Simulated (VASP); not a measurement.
OSZICAR of a VASP run on W (bcc):

**OSZICAR**
```
       N       E                     dE             d eps       ncg     rms          rms(c)
DAV:   1     0.773021875502E+02    0.77302E+02   -0.78555E+03  2648   0.145E+03
DAV:   2    -0.113551263929E+02   -0.88657E+02   -0.85419E+02  2832   0.330E+02
DAV:   3    -0.129488517444E+02   -0.15937E+01   -0.15699E+01  3001   0.438E+01
DAV:   4    -0.129583222420E+02   -0.94705E-02   -0.94721E-02  2852   0.350E+00
DAV:   5    -0.129583897211E+02   -0.67479E-04   -0.67478E-04  2982   0.315E-01    0.208E+01
DAV:   6    -0.125069773941E+02    0.45141E+00   -0.53672E-01  2808   0.998E+00    0.844E+00
DAV:   7    -0.123856084534E+02    0.12137E+00   -0.30027E-01  2912   0.702E+00    0.634E-01
DAV:   8    -0.123818681400E+02    0.37403E-02   -0.36691E-03  2733   0.884E-01    0.108E-01
DAV:   9    -0.123819044582E+02   -0.36318E-04   -0.52931E-05  2985   0.101E-01    0.641E-02
DAV:  10    -0.123818962971E+02    0.81611E-05   -0.15929E-05  2847   0.602E-02    0.117E-02
DAV:  11    -0.123818971976E+02   -0.90051E-06   -0.15607E-07  1629   0.567E-03
   1 F= -.12381897E+02 E0= -.12382044E+02  d E =-.123819E+02
       N       E                     dE             d eps       ncg     rms          rms(c)
DAV:   1    -0.159695962330E+02   -0.35877E+01   -0.90431E+01  2682   0.156E+02    0.166E+01
DAV:   2    -0.125552694526E+02    0.34143E+01   -0.63356E+00  2667   0.303E+01    0.551E+00
DAV:   3    -0.121690534356E+02    0.38622E+00   -0.12897E+00  2738   0.140E+01    0.216E+00
DAV:   4    -0.121767840144E+02   -0.77306E-02   -0.14942E-02  2751   0.164E+00    0.135E+00
DAV:   5    -0.121821342515E+02   -0.53502E-02   -0.81019E-03  2765   0.105E+00    0.283E-02
DAV:   6    -0.121821275116E+02    0.67399E-05   -0.52447E-05  2900   0.880E-02    0.156E-02
DAV:   7    -0.121821278830E+02   -0.37141E-06   -0.27303E-06  2777   0.241E-02
   2 F= -.12182128E+02 E0= -.12182101E+02  d E =0.199769E+00
       N       E                     dE             d eps       ncg     rms          rms(c)
DAV:   1    -0.145087525213E+02   -0.23266E+01   -0.46800E+01  2706   0.101E+02    0.192E+01
DAV:   2    -0.127353018768E+02    0.17735E+01   -0.25545E+00  2676   0.227E+01    0.395E+00
DAV:   3    -0.124008178953E+02    0.33448E+00   -0.89356E-01  2738   0.127E+01    0.392E+00
DAV:   4    -0.124036329943E+02   -0.28151E-02   -0.17719E-02  2738   0.182E+00    0.266E-01
DAV:   5    -0.124025378755E+02    0.10951E-02   -0.58758E-03  2855   0.100E+00    0.352E-02
DAV:   6    -0.124025305425E+02    0.73330E-05   -0.56969E-05  2739   0.113E-01    0.353E-02
DAV:   7    -0.124025311623E+02   -0.61978E-06   -0.17573E-06  2223   0.182E-02
   3 F= -.12402531E+02 E0= -.12402675E+02  d E =-.206340E-01
       N       E                     dE             d eps       ncg     rms          rms(c)
DAV:   1    -0.124030209256E+02   -0.49038E-03   -0.10080E-02  2706   0.158E+00    0.261E-01
DAV:   2    -0.124026527785E+02    0.36815E-03   -0.54498E-04  2703   0.316E-01    0.605E-02
DAV:   3    -0.124025897013E+02    0.63077E-04   -0.18278E-04  2739   0.177E-01    0.471E-02
DAV:   4    -0.124025931400E+02   -0.34387E-05   -0.42274E-06  2724   0.278E-02    0.575E-03
DAV:   5    -0.124025929431E+02    0.19694E-06   -0.35737E-07  1396   0.795E-03
   4 F= -.12402593E+02 E0= -.12402736E+02  d E =-.206957E-01
```

Problem. Which electronic solver shows in the log?

Solution. It is blocked Davidson (ALGO = Normal, or the opening steps of other solvers). The INCAR had ALGO = Normal.

Problem. Can the final energy be trusted as converged?

Solution. Self-consistency was reached. It stopped with EDIFF = 1E-6, NELM = 100, NSW = 60 and EDIFFG = -0.01 after 4 ionic steps (RPBE GGA, plane waves, VASP's PBE PAW potentials (set 64)). Energy and stress use the plane-wave basis of the starting cell.

The compound is W in the bcc structure. This run relaxes it. Symmetry was kept, so distortions that lower it aren't found.
